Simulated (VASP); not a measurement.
Method: optB86b-vdW, VASP's PBE PAW potentials (set 64) (plane waves; VASP).

The input files of a VASP run:

**POSCAR**
```
KBr
1
    0.0000000000     3.2867154813     3.2867154813
    3.2867154813     0.0000000000     3.2867154813
    3.2867154813     3.2867154813    -0.0000000000
K Br
1 1
Direct
  0.0000000000   0.0000000000   0.0000000000
  0.5000000000   0.5000000000   0.5000000000
```

INCAR:
```
SYSTEM = KBr
PREC = Accurate
ENCUT = 520
EDIFF = 1E-7
NELM = 100
ALGO = Normal
LREAL = .FALSE.
LASPH = .TRUE.
ISMEAR = -5
GGA = MK
PARAM1 = 0.1234
PARAM2 = 1.0
LUSE_VDW = .TRUE.
AGGAC = 0.0
LMAXMIX = 4
LWAVE = .FALSE.
LCHARG = .TRUE.
LORBIT = 11
NEDOS = 601
ISIF = 2
```

### KPOINTS
```
Automatic mesh
0
Gamma
8 8 8
0 0 0
```

POTCAR, in this order: K_sv Br (PBE.64 set). Program: vasp_std.

What VASP printed:

### OUTCAR
```
 ion  position               nearest neighbor table
   1  0.000  0.000  0.000-   2 3.29   2 3.29   2 3.29   2 3.29   2 3.29   2 3.29
   2  0.500  0.500  0.500-   1 3.29   1 3.29   1 3.29   1 3.29   1 3.29   1 3.29
  LATTYP: Found a face centered cubic cell.
 ALAT       =     6.5734309626
 Subroutine PRICEL returns:
 Original cell was already a primitive cell.
 Subroutine GETGRP returns: Found 48 space group operations
The static configuration has the point symmetry O_h .
The dynamic configuration has the point symmetry O_h .
 Subroutine INISYM returns: Found 48 space group operations
 Subroutine IBZKPT returns following result:
 Found     29 irreducible k-points:

 Following reciprocal coordinates:
            Coordinates               Weight
  0.000000  0.000000  0.000000      1.000000
  0.125000  0.000000  0.000000      8.000000
  0.250000  0.000000  0.000000      8.000000
  0.375000  0.000000  0.000000      8.000000
  0.500000  0.000000  0.000000      4.000000
  0.125000  0.125000  0.000000      6.000000
  0.250000  0.125000  0.000000     24.000000
  0.375000  0.125000  0.000000     24.000000
  0.500000  0.125000  0.000000     24.000000
 -0.375000  0.125000  0.000000     24.000000
 -0.250000  0.125000  0.000000     24.000000
 -0.125000  0.125000  0.000000     12.000000
  0.250000  0.250000  0.000000      6.000000
  0.375000  0.250000  0.000000     24.000000
  0.500000  0.250000  0.000000     24.000000
 -0.375000  0.250000  0.000000     24.000000
 -0.250000  0.250000  0.000000     12.000000
  0.375000  0.375000  0.000000      6.000000
  0.500000  0.375000  0.000000     24.000000
 -0.375000  0.375000  0.000000     12.000000
  0.500000  0.500000  0.000000      3.000000
  0.375000  0.250000  0.125000     24.000000
  0.500000  0.250000  0.125000     48.000000
 -0.375000  0.250000  0.125000     24.000000
...
```

**OSZICAR**
```
       N       E                     dE             d eps       ncg     rms          rms(c)
DAV:   1     0.106226828899E+03    0.10623E+03   -0.69388E+03   696   0.117E+03
DAV:   2     0.355515340935E+01   -0.10267E+03   -0.95730E+02   900   0.268E+02
DAV:   3    -0.234632263268E+01   -0.59015E+01   -0.58760E+01   908   0.588E+01
DAV:   4    -0.257098042947E+01   -0.22466E+00   -0.22435E+00  1248   0.953E+00
DAV:   5    -0.257183479084E+01   -0.85436E-03   -0.85435E-03   900   0.640E-01    0.335E+00
DAV:   6    -0.240336122811E+01    0.16847E+00   -0.28161E-01   836   0.282E+00    0.245E+00
DAV:   7    -0.239143093047E+01    0.11930E-01   -0.12897E-01   892   0.216E+00    0.112E+00
DAV:   8    -0.239889890171E+01   -0.74680E-02   -0.15175E-02   936   0.107E+00    0.139E-01
DAV:   9    -0.239924765466E+01   -0.34875E-03   -0.45410E-04   916   0.151E-01    0.840E-02
DAV:  10    -0.239965921584E+01   -0.41156E-03   -0.45860E-04   780   0.172E-01    0.195E-02
DAV:  11    -0.239966167268E+01   -0.24568E-05   -0.10856E-05  1000   0.228E-02    0.521E-03
DAV:  12    -0.239966386289E+01   -0.21902E-05   -0.31231E-06   808   0.149E-02    0.521E-03
DAV:  13    -0.239966394204E+01   -0.79153E-07   -0.33887E-07   920   0.368E-03
   1 F= -.23996639E+01 E0= -.23996639E+01  d E =0.000000E+00
```

File OUTCAR:
```
------------------------ aborting loop because EDIFF is reached ----------------------------------------
  FORCE on cell =-STRESS in cart. coord.  units (eV):
  Direction    XX          YY          ZZ          XY          YZ          ZX
  --------------------------------------------------------------------------------------
  Total       -0.0187002     -0.0187002     -0.0187002     -0.0000000      0.0000000     -0.0000000
  in kB       -0.4219300     -0.4219300     -0.4219300     -0.0000000      0.0000000     -0.0000000
  external PRESSURE =      -0.4219300 kB  Pullay stress =       0.0000000 kB
  volume of cell :       71.01
      direct lattice vectors                 reciprocal lattice vectors
     0.000000000  3.286715481  3.286715481    -0.152127558  0.152127558  0.152127558
     3.286715481  0.000000000  3.286715481     0.152127558 -0.152127558  0.152127558
     3.286715481  3.286715481  0.000000000     0.152127558  0.152127558 -0.152127558
  FREE ENERGIE OF THE ION-ELECTRON SYSTEM (eV)
  ---------------------------------------------------
  free  energy   TOTEN  =        -2.3996639420 eV

  energy  without entropy=       -2.3996639420  energy(sigma->0) =       -2.39966394

 total charge

# of ion       s       p       d       tot
------------------------------------------
    1        1.956   5.561   0.025   7.542
    2        1.611   3.294   0.001   4.906
--------------------------------------------------
tot          3.567   8.855   0.026  12.448
```
(Selected blocks of OUTCAR.)

The compound is KBr in the rock salt structure. It was relaxed first.
